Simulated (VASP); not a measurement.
# Nb (Niobium): input slips in a relaxation and what they do

Aim: see how common mistakes in a VASP relaxation show up, on Nb (Niobium). The starting structure is a measured crystal structure from the Crystallography Open Database. The first relaxation on each setting starts from this cell expanded by 3 % in volume.

Main program and level: VASP 6.6.1; Kohn-Sham DFT with plane waves and PAW; PBEsol.

### Step 1. Starting point

It takes space group Im-3m (No. 229, cubic). Conventional cell: a = 3.300 Å, b = 3.300 Å, c = 3.300 Å, α = 90.00°, β = 90.00°, γ = 90.00°. Nearest to Nb lie 8 Nb at 2.86 Å.

Structure file:

```cif
data_structure
_symmetry_space_group_name_H-M 'Im-3m'
_symmetry_Int_Tables_number 229
_cell_length_a 3.3004
_cell_length_b 3.3004
_cell_length_c 3.3004
_cell_angle_alpha 90.000
_cell_angle_beta 90.000
_cell_angle_gamma 90.000
_cell_volume 35.95
loop_
_atom_site_label
_atom_site_type_symbol
_atom_site_symmetry_multiplicity
_atom_site_Wyckoff_symbol
_atom_site_fract_x
_atom_site_fract_y
_atom_site_fract_z
_atom_site_occupancy
Nb1 Nb 2 a 0.00000 0.00000 0.00000 1
```

### Step 2. Reference relaxation

This run starts from the cell of an earlier relaxation, which isn't shown; the restart sets up the plane waves anew.

File INCAR:

```
SYSTEM = Nb
PREC = Accurate
ENCUT = 450
EDIFF = 1E-06
NELM = 100
ISMEAR = 1
SIGMA = 0.15
LREAL = .FALSE.
ALGO = Normal
GGA = PS
NBANDS = 12
LORBIT = 11
LWAVE = .FALSE.
LCHARG = .FALSE.
KPAR = 4
IBRION = 2
NSW = 50
ISIF = 3
EDIFFG = -0.006
```

File POSCAR:

```
Nb
1.0
   -1.6346708363      1.6346708363      1.6346708363
    1.6346708363     -1.6346708363      1.6346708363
    1.6346708363      1.6346708363     -1.6346708363
Nb
1
Direct
    0.0000000000      0.0000000000      0.0000000000
```

File KPOINTS:

```
Automatic mesh
0
Gamma
18 18 18
0 0 0
```

PAW data sets: Nb_sv (PBE family, release 64).

Command:

```sh
$ mpirun -np 4 vasp_std
```

Log:

```text
[banner, memory and clock lines left out]
running    4 mpi-ranks, on    1 nodes
 distrk:  each k-point on    1 cores,    4 groups
 distr:  one band on    1 cores,    1 groups

 POSCAR found type information on POSCAR Nb
 POSCAR found :  1 types and       1 ions
|                                                                             |
|               ----> ADVICE to this user running VASP <----                  |
|                                                                             |
|     You enforced a specific xc type in the INCAR file but a different       |
|     [... a line on the potential file left out ...]
|     I HOPE YOU KNOW WHAT YOU ARE DOING!                                     |
|                                                                             |

 LDA part: xc-table for (Slater+PW92), standard interpolation
 POSCAR, INCAR and KPOINTS ok, starting setup
 FFT: planning ... GRIDC
 FFT: planning ... GRID_SOFT
 FFT: planning ... GRID
 WAVECAR not read
 entering main loop
       N       E                     dE             d eps       ncg     rms          rms(c)
DAV:   1     0.104864132588E+03    0.10486E+03   -0.68128E+03  4712   0.978E+02
DAV:   2    -0.734129071846E+01   -0.11221E+03   -0.10815E+03  5184   0.363E+02
DAV:   3    -0.112085945639E+02   -0.38673E+01   -0.37166E+01  6756   0.586E+01
DAV:   4    -0.114135683244E+02   -0.20497E+00   -0.20412E+00  6272   0.121E+01
DAV:   5    -0.114211514317E+02   -0.75831E-02   -0.75798E-02  6912   0.198E+00    0.785E+00
DAV:   6    -0.109978901309E+02    0.42326E+00   -0.62055E-01  7492   0.969E+00    0.276E+00
DAV:   7    -0.109454181370E+02    0.52472E-01   -0.18616E-01  7740   0.521E+00    0.938E-01
DAV:   8    -0.109494603710E+02   -0.40422E-02   -0.11984E-02  5548   0.140E+00    0.488E-02
DAV:   9    -0.109495058111E+02   -0.45440E-04   -0.81915E-04  7596   0.271E-01    0.355E-02
DAV:  10    -0.109495188976E+02   -0.13087E-04   -0.18684E-05  5688   0.508E-02    0.135E-02
DAV:  11    -0.109495135803E+02    0.53173E-05   -0.44961E-06  6056   0.345E-02    0.285E-03
DAV:  12    -0.109495134278E+02    0.15247E-06   -0.14575E-07  3224   0.532E-03
   1 F= -.10949513E+02 E0= -.10949401E+02  d E =-.109495E+02
 curvature:   0.00 expect dE= 0.000E+00 dE for cont linesearch  0.000E+00
 trial: gam= 0.00000 g(F)=  0.223E-62 g(S)=  0.308E-04 ort = 0.000E+00 (trialstep = 0.100E+01)
 search vector abs. value=  0.308E-04
 bond charge predicted
       N       E                     dE             d eps       ncg     rms          rms(c)
DAV:   1    -0.109501260377E+02   -0.61246E-03   -0.17418E-02  6308   0.184E+00    0.208E-01
DAV:   2    -0.109495349809E+02    0.59106E-03   -0.13330E-03  6656   0.473E-01    0.601E-02
DAV:   3    -0.109494669489E+02    0.68032E-04   -0.48261E-04  8412   0.218E-01    0.370E-02
DAV:   4    -0.109494827598E+02   -0.15811E-04   -0.10974E-05  6200   0.340E-02    0.185E-02
DAV:   5    -0.109494973769E+02   -0.14617E-04   -0.33375E-05  7776   0.387E-02    0.836E-03
DAV:   6    -0.109494978991E+02   -0.52223E-06   -0.87947E-07  3740   0.122E-02
   2 F= -.10949498E+02 E0= -.10949390E+02  d E =0.155287E-04
 trial-energy change:    0.000016  1 .order    0.000015   -0.000031    0.000061
 step:   0.3344(harm=  0.3344)  dis= 0.00000  next Energy=   -10.949519 (dE=-0.515E-05)
 bond charge predicted
       N       E                     dE             d eps       ncg     rms          rms(c)
DAV:   1    -0.109497938956E+02   -0.29652E-03   -0.76841E-03  6244   0.123E+00    0.137E-01
DAV:   2    -0.109495406052E+02    0.25329E-03   -0.59188E-04  6624   0.315E-01    0.396E-02
DAV:   3    -0.109495102646E+02    0.30341E-04   -0.21506E-04  8432   0.146E-01    0.248E-02
DAV:   4    -0.109495141840E+02   -0.39193E-05   -0.47759E-06  6116   0.226E-02    0.126E-02
DAV:   5    -0.109495186268E+02   -0.44429E-05   -0.14888E-05  7772   0.260E-02    0.553E-03
DAV:   6    -0.109495180310E+02    0.59584E-06   -0.41508E-07  3292   0.825E-03
   3 F= -.10949518E+02 E0= -.10949408E+02  d E =-.460320E-05
 curvature:  -0.17 expect dE=-0.744E-08 dE for cont linesearch -0.744E-08
 trial: gam= 0.00000 g(F)=  0.117E-63 g(S)=  0.445E-07 ort =-0.117E-05 (trialstep = 0.867E+00)
 search vector abs. value=  0.446E-07
 reached required accuracy - stopping structural energy minimisation
```

Wall time 7.6 s (4 MPI ranks of Intel Xeon 6975P-C (Granite Rapids), shared host); peak memory 0.58 GiB; 28 s of CPU time.

Lines that name or quote the potential files are left out of all logs, and their timing lines are given in words.

From OUTCAR (step 2):

```text
ion  position               nearest neighbor table
   1  0.000  0.000  0.000-

  LATTYP: Found a body centered cubic cell.
 ALAT       =     3.2693416726

 Subroutine GETGRP returns: Found 48 space group operations
 (whereof 48 operations were pure point group operations)

The static configuration has the point symmetry O_h .

 Found    195 irreducible k-points:

   k-points           NKPTS =    195   k-points in BZ     NKDIM =    195   number of bands    NBANDS=     12

   dimension x,y,z NGX =    20 NGY =   20 NGZ =   20
   dimension x,y,z NGXF=    40 NGYF=   40 NGZF=   40

   ENCUT  =  450.0 eV  33.07 Ry    5.75 a.u.   4.90  4.90  4.90*2*pi/ulx,y,z

   NELECT =      13.0000    total number of electrons

 k-points in reciprocal lattice and weights: Automatic mesh
   0.00000000  0.00000000  0.00000000       0.000
   0.05555556  0.00000000  0.00000000       0.002
   0.11111111  0.00000000  0.00000000       0.002
   0.16666667  0.00000000  0.00000000       0.002
   0.22222222  0.00000000  0.00000000       0.002
   0.27777778  0.00000000  0.00000000       0.002
   0.33333333  0.00000000  0.00000000       0.002
   0.38888889  0.00000000  0.00000000       0.002
   0.44444444  0.00000000  0.00000000       0.002
[...]
0.50000000  0.50000000  0.44444444       0.002
   0.50000000  0.50000000  0.50000000       0.000

 average (electrostatic) potential at core
       1 -76.0965

 E-fermi :  11.4651

 k-point     1 :       0.0000    0.0000    0.0000
  band No.  band energies     occupation
      1     -42.7480      2.00000
      2     -17.9943      2.00000
      3     -17.9943      2.00000
      4     -17.9943      2.00000
      5       5.4628      2.00000
      6      11.8414     -0.00223
      7      11.8414     -0.00223
      8      11.8414     -0.00223
      9      14.8527      0.00000
     10      14.8527      0.00000
    ...

 k-point     2 :       0.0556    0.0000    0.0000
  band No.  band energies     occupation
      1     -42.7398      2.00000
      2     -18.0437      2.00000
      3     -18.0092      2.00000
      4     -17.9948      2.00000
      5       5.5959      2.00000
      6      11.7575     -0.01876
      7      11.8221     -0.00390
      8      11.9688     -0.00002
      9      14.7200      0.00000
     10      14.8522      0.00000
    ...

 k-point     3 :       0.1111    0.0000    0.0000
  band No.  band energies     occupation
      1     -42.7159      2.00000
      2     -18.1844      2.00000
      3     -18.0517      2.00000
      4     -17.9961      2.00000
      5       5.9771      2.00000
      6      11.5271      0.36192
      7      11.7408     -0.02604
      8      12.3472     -0.00000
      9      14.4387     -0.00000
     10      14.8580      0.00000
    ...

  Total        0.0005545      0.0005545      0.0005545      0.0000000     -0.0000000      0.0000000
  in kB        0.0508853      0.0508853      0.0508853      0.0000000     -0.0000000      0.0000000
  external PRESSURE =       0.0508853 kB  Pullay stress =       0.0000000 kB

  energy-cutoff  :      450.00
  volume of cell :       17.46
      direct lattice vectors                 reciprocal lattice vectors
    -1.634285984  1.634285984  1.634285984     0.000000000  0.305944005  0.305944005
     1.634285984 -1.634285984  1.634285984     0.305944005  0.000000000  0.305944005
     1.634285984  1.634285984 -1.634285984     0.305944005  0.305944005  0.000000000

 POSITION                                       TOTAL-FORCE (eV/Angst)
 -----------------------------------------------------------------------------------
     -0.00000      0.00000      0.00000        -0.000000      0.000000      0.000000
 -----------------------------------------------------------------------------------
    total drift:                                0.000000      0.000000      0.000000

  FREE ENERGIE OF THE ION-ELECTRON SYSTEM (eV)
  ---------------------------------------------------
  free  energy   TOTEN  =       -10.9495180310 eV

  energy  without entropy=      -10.9491865704  energy(sigma->0) =      -10.94940754

 reached required accuracy - stopping structural energy minimisation

 total charge
# of ion       s       p       d       tot
------------------------------------------
    1        2.227   5.999   2.548  10.774

[... 3 further parts left out ...]
```

CONTCAR:

```
Nb
   1.00000000000000
    -1.6342859842626021    1.6342859842626021    1.6342859842626021
     1.6342859842626021   -1.6342859842626021    1.6342859842626021
     1.6342859842626021    1.6342859842626021   -1.6342859842626021
  Nb
     1
Direct
     0.0000000000000000    0.0000000000000000    0.0000000000000000
```

This run has no spin polarisation. Its electron count is odd, so without a moment it is a metal by construction. The PAW data sets were made with PBE, which is usual practice but a small mismatch for other functionals. The run keeps the 48 symmetry operations of its start, so it cannot find a distortion of lower symmetry.

The reference relaxation ends at 17.460 Å³ an atom.

### Step 3. Relaxation with a smearing far too wide

A slip made on purpose: a smearing far too wide. Against step 2 the input has ISMEAR = 0 and SIGMA = 2 (also changed: NELM).

Edit INCAR of step 2 so:

```diff
@@ -4,5 +4,5 @@
 EDIFF = 1E-06
-NELM = 100
-ISMEAR = 1
-SIGMA = 0.15
+NELM = 60
+ISMEAR = 0
+SIGMA = 2
 LREAL = .FALSE.
```

File POSCAR:

```
Nb
1.0
   -1.6665396765      1.6665396765      1.6665396765
    1.6665396765     -1.6665396765      1.6665396765
    1.6665396765      1.6665396765     -1.6665396765
Nb
1
Direct
    0.0000000000      0.0000000000      0.0000000000
```

KPOINTS is that of step 2.

Command:

```sh
$ mpirun -np 4 vasp_std
```

Log:

```text
[banner, memory and clock lines left out]
running    4 mpi-ranks, on    1 nodes
[...]
[... a notice as in an earlier step ...]

 LDA part: xc-table for (Slater+PW92), standard interpolation
 POSCAR, INCAR and KPOINTS ok, starting setup
[...]
entering main loop
       N       E                     dE             d eps       ncg     rms          rms(c)
DAV:   1     0.103521799379E+03    0.10352E+03   -0.66834E+03  4728   0.963E+02
DAV:   2    -0.831397925746E+01   -0.11184E+03   -0.10742E+03  5120   0.359E+02
DAV:   3    -0.122813363792E+02   -0.39674E+01   -0.37653E+01  6668   0.585E+01
DAV:   4    -0.125097349595E+02   -0.22840E+00   -0.22717E+00  6340   0.131E+01
[...]
DAV:  10    -0.120508180407E+02   -0.11996E-04   -0.11969E-05  5648   0.430E-02    0.104E-02
DAV:  11    -0.120508140131E+02    0.40276E-05   -0.42176E-06  5972   0.324E-02    0.233E-03
DAV:  12    -0.120508139307E+02    0.82426E-07   -0.17972E-07  3088   0.533E-03
   1 F= -.12050814E+02 E0= -.10963370E+02  d E =-.120508E+02
[...]
DAV:   7    -0.120500983691E+02    0.30904E-05   -0.12479E-05  7556   0.332E-02    0.656E-03
DAV:   8    -0.120500989767E+02   -0.60757E-06   -0.28327E-07  3284   0.653E-03
   2 F= -.12050099E+02 E0= -.10932191E+02  d E =0.714954E-03
 trial-energy change:    0.000715  1 .order    0.000693   -0.003815    0.005201
 step:   0.4196(harm=  0.4232)  dis= 0.00000  next Energy=   -12.051613 (dE=-0.799E-03)
[...]
N       E                     dE             d eps       ncg     rms          rms(c)
DAV:   1    -0.120784208921E+02   -0.28323E-01   -0.71994E-01  6156   0.118E+01    0.128E+00
DAV:   2    -0.120535048247E+02    0.24916E-01   -0.59051E-02  6584   0.314E+00    0.385E-01
DAV:   3    -0.120505740104E+02    0.29308E-02   -0.19988E-02  8516   0.140E+00    0.229E-01
DAV:   4    -0.120510902300E+02   -0.51622E-03   -0.45578E-04  6440   0.221E-01    0.115E-01
DAV:   5    -0.120516187451E+02   -0.52852E-03   -0.14111E-03  7820   0.244E-01    0.550E-02
DAV:   6    -0.120516084471E+02    0.10298E-04   -0.44683E-05  5620   0.790E-02    0.693E-03
DAV:   7    -0.120516086836E+02   -0.23653E-06   -0.97650E-06  7728   0.235E-02
   3 F= -.12051609E+02 E0= -.10951493E+02  d E =-.794753E-03
[...]
reached required accuracy - stopping structural energy minimisation
```

Elapsed: 8.8 s, on 4 MPI ranks; peak memory 0.6 GiB.

From OUTCAR (step 3):

```text
  Total       -0.0015877     -0.0015877     -0.0015877      0.0000000      0.0000000      0.0000000
  in kB       -0.1360505     -0.1360505     -0.1360505      0.0000000      0.0000000      0.0000000
  external PRESSURE =      -0.1360505 kB  Pullay stress =       0.0000000 kB

 POSITION                                       TOTAL-FORCE (eV/Angst)
 -----------------------------------------------------------------------------------
      0.00000      0.00000      0.00000        -0.000000     -0.000000     -0.000000
 -----------------------------------------------------------------------------------
    total drift:                                0.000000     -0.000000      0.000000

  FREE ENERGIE OF THE ION-ELECTRON SYSTEM (eV)
  ---------------------------------------------------
  free  energy   TOTEN  =       -12.0516086836 eV

  energy  without entropy=       -9.8513770369  energy(sigma->0) =      -10.95149286

[... 2 parts as in an earlier step ...]

[... 2 further parts left out ...]
[key lines of the parts left out:]
E-fermi :  10.9430
```

With a smearing far too wide the cell ends at 18.697 Å³ an atom, +7.09 % from the reference.

### Step 4. Relaxation with too few ionic steps

A slip made on purpose: too few ionic steps. Against step 2 the input has NSW = 2 (also changed: NELM).

Edit INCAR of step 3 so:

```diff
@@ -5,4 +5,4 @@
 NELM = 60
-ISMEAR = 0
-SIGMA = 2
+ISMEAR = 1
+SIGMA = 0.15
 LREAL = .FALSE.
@@ -16,3 +16,3 @@
 IBRION = 2
-NSW = 50
+NSW = 2
 ISIF = 3
```

POSCAR is that of step 3.

KPOINTS is that of step 3.

Command:

```sh
$ mpirun -np 4 vasp_std
```

Log:

```text
[... set-up lines as in an earlier step ...]
 entering main loop
       N       E                     dE             d eps       ncg     rms          rms(c)
DAV:   1     0.103966742033E+03    0.10397E+03   -0.66834E+03  4728   0.963E+02
DAV:   2    -0.732814662886E+01   -0.11129E+03   -0.10724E+03  5120   0.359E+02
DAV:   3    -0.112164018927E+02   -0.38883E+01   -0.37072E+01  6668   0.583E+01
DAV:   4    -0.114417224766E+02   -0.22532E+00   -0.22405E+00  6340   0.131E+01
[...]
DAV:  10    -0.109194942508E+02   -0.12148E-04   -0.13972E-05  5632   0.461E-02    0.985E-03
DAV:  11    -0.109194897189E+02    0.45319E-05   -0.34994E-06  5988   0.289E-02    0.245E-03
DAV:  12    -0.109194895902E+02    0.12872E-06   -0.14395E-07  3104   0.583E-03
   1 F= -.10919490E+02 E0= -.10919315E+02  d E =-.109195E+02
[...]
N       E                     dE             d eps       ncg     rms          rms(c)
DAV:   1    -0.144294318254E+02   -0.35099E+01   -0.10329E+02  6380   0.144E+02    0.175E+01
DAV:   2    -0.112381885428E+02    0.31912E+01   -0.67429E+00  6372   0.349E+01    0.506E+00
DAV:   3    -0.107056298474E+02    0.53256E+00   -0.29893E+00  8212   0.185E+01    0.380E+00
DAV:   4    -0.107827494366E+02   -0.77120E-01   -0.98557E-02  6592   0.355E+00    0.139E+00
[...]
DAV:   8    -0.108340228738E+02   -0.19762E-05   -0.72153E-05  5588   0.732E-02    0.208E-02
DAV:   9    -0.108340143482E+02    0.85257E-05   -0.10704E-05  7672   0.440E-02    0.335E-03
DAV:  10    -0.108340151083E+02   -0.76011E-06   -0.62843E-07  3956   0.766E-03
   2 F= -.10834015E+02 E0= -.10834059E+02  d E =0.854745E-01
 trial-energy change:    0.085474  1 .order    0.093892   -0.176706    0.364491
 step:   0.3477(harm=  0.3265)  dis= 0.00000  next Energy=   -10.950562 (dE=-0.311E-01)
```

Run time: 7.6 s. Hardware: 4 MPI ranks; peak memory 0.6 GiB.

(Part 1 of 2 ends here.)

[Lines on the potential files, build, host, timing and source positions are cut from VASP's logs without a mark.]

[Logs are printed without paths, hosts, clocks, repeated set-up lines and the standing remarks that a program may print on its own settings, such as how far it seeks lower states.]

[Hosts, paths, dates, database ids (printed as entryN), source tags and the programs' standing remarks are cut or masked in the printed files.]
